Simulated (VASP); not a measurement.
Calculation: optB88-vdW, VASP's PBE PAW potentials (set 64) (plane waves; VASP).

VASP ran on this input.

INCAR:
```
SYSTEM = LiCl
PREC = Accurate
ENCUT = 520
EDIFF = 1E-6
NELM = 100
ALGO = Normal
LREAL = .FALSE.
LASPH = .TRUE.
ISMEAR = 0
SIGMA = 0.05
GGA = BO
LWAVE = .FALSE.
LCHARG = .FALSE.
ISIF = 2
PARAM1 = 0.1833333333
PARAM2 = 0.22
LUSE_VDW = .TRUE.
AGGAC = 0.0
```

**POSCAR**
```
LiCl
5.24280
  0.0000000000   0.5000000000   0.5000000000
  0.5000000000   0.0000000000   0.5000000000
  0.5000000000   0.5000000000   0.0000000000
Li Cl
1 1
Cart
  0.0000000000   0.0000000000   0.0000000000
  0.5000000000   0.5000000000   0.5000000000
```

### KPOINTS
```
Automatic mesh
0
gamma
8 8 8
```

POTCAR, in this order: Li_sv Cl (PBE.64 set). Program: vasp_std.

Output of the run:

### OSZICAR
```
       N       E                     dE             d eps       ncg     rms          rms(c)
DAV:   1     0.437787694682E+02    0.43779E+02   -0.41371E+03   522   0.100E+03
DAV:   2    -0.309589513850E+01   -0.46875E+02   -0.45855E+02   689   0.164E+02
DAV:   3    -0.507179347179E+01   -0.19759E+01   -0.19742E+01   687   0.393E+01
DAV:   4    -0.510461587907E+01   -0.32822E-01   -0.32785E-01   788   0.522E+00
DAV:   5    -0.510519136139E+01   -0.57548E-03   -0.57532E-03   683   0.538E-01    0.216E+00
DAV:   6    -0.499955089378E+01    0.10564E+00   -0.26083E-01   587   0.300E+00    0.149E+00
DAV:   7    -0.500221179673E+01   -0.26609E-02   -0.69209E-02   711   0.174E+00    0.911E-01
DAV:   8    -0.500774086693E+01   -0.55291E-02   -0.10597E-02   564   0.107E+00    0.163E-01
DAV:   9    -0.500769320805E+01    0.47659E-04   -0.69507E-04   742   0.233E-01    0.484E-02
DAV:  10    -0.500775928880E+01   -0.66081E-04   -0.85851E-05   553   0.108E-01    0.145E-02
DAV:  11    -0.500776442928E+01   -0.51405E-05   -0.52929E-06   685   0.287E-02    0.272E-03
DAV:  12    -0.500776527521E+01   -0.84593E-06   -0.61362E-07   570   0.101E-02
   1 F= -.50077653E+01 E0= -.50077653E+01  d E =-.119614E-17
```

OUTCAR:
```
------------------------ aborting loop because EDIFF is reached ----------------------------------------
  FORCE on cell =-STRESS in cart. coord.  units (eV):
  Direction    XX          YY          ZZ          XY          YZ          ZX
  --------------------------------------------------------------------------------------
  Total       -0.5509973     -0.5509973     -0.5509973      0.0000000     -0.0000000     -0.0000000
  in kB      -24.5036158    -24.5036158    -24.5036158      0.0000000     -0.0000000     -0.0000000
  external PRESSURE =     -24.5036158 kB  Pullay stress =       0.0000000 kB
  volume of cell :       36.03
      direct lattice vectors                 reciprocal lattice vectors
     0.000000000  2.621400000  2.621400000    -0.190737774  0.190737774  0.190737774
     2.621400000  0.000000000  2.621400000     0.190737774 -0.190737774  0.190737774
     2.621400000  2.621400000  0.000000000     0.190737774  0.190737774 -0.190737774
  FREE ENERGIE OF THE ION-ELECTRON SYSTEM (eV)
  ---------------------------------------------------
  free  energy   TOTEN  =        -5.0077652752 eV

  energy  without entropy=       -5.0077652752  energy(sigma->0) =       -5.00776528
```
(Selected blocks of OUTCAR.)

File OUTCAR:
```
 val. band max:       -0.0339389067   @ k =   0.0000   0.0000   0.0000

 cond. band min:       6.0064264280   @ k =   0.0000   0.0000   0.0000


 Fermi energy:         0.2526838913

 k-point     1 :       0.0000    0.0000    0.0000
  band No.  band energies     occupation
      1     -44.0205      2.00000
      2     -13.1887      2.00000
      3      -0.0339      2.00000
      4      -0.0339      2.00000
      5      -0.0339      2.00000
      6       6.0064      0.00000
      7      11.8377      0.00000
      8      11.8377      0.00000
      9      11.8377      0.00000

 k-point     2 :       0.1250    0.0000    0.0000
  band No.  band energies     occupation
      1     -44.0203      2.00000
      2     -13.1232      2.00000
      3      -0.5111      2.00000
      4      -0.0706      2.00000
      5      -0.0706      2.00000
      6       6.4585      0.00000
      7      11.0506      0.00000
      8      11.6997      0.00000
      9      11.6997      0.00000

 k-point     3 :       0.2500    0.0000    0.0000
  band No.  band energies     occupation
      1     -44.0197      2.00000
      2     -12.9575      2.00000
      3      -1.4674      2.00000
      4      -0.1548      2.00000
      5      -0.1548      2.00000
      6       6.9909      0.00000
      7      10.5793      0.00000
      8      10.5793      0.00000
      9      10.7224      0.00000

 k-point     4 :       0.3750    0.0000    0.0000
  band No.  band energies     occupation
      1     -44.0191      2.00000
      2     -12.7794      2.00000
      3      -2.2738      2.00000
      4      -0.2334      2.00000
      5      -0.2334      2.00000
      6       6.8547      0.00000
      7       9.7354      0.00000
      8       9.7354      0.00000
      9      11.6710      0.00000

 k-point     5 :       0.5000    0.0000    0.0000
  band No.  band energies     occupation
      1     -44.0189      2.00000
      2     -12.7015      2.00000
      3      -2.5818      2.00000
...
```

The compound is LiCl in the rock salt structure. The cell was not relaxed at this level. The run is one of a series of settings (AGGAC = 0.0, GGA = BO, LUSE_VDW = .TRUE., PARAM1 = 0.1833333333, PARAM2 = 0.22 against the base run), some of them coarse on purpose.
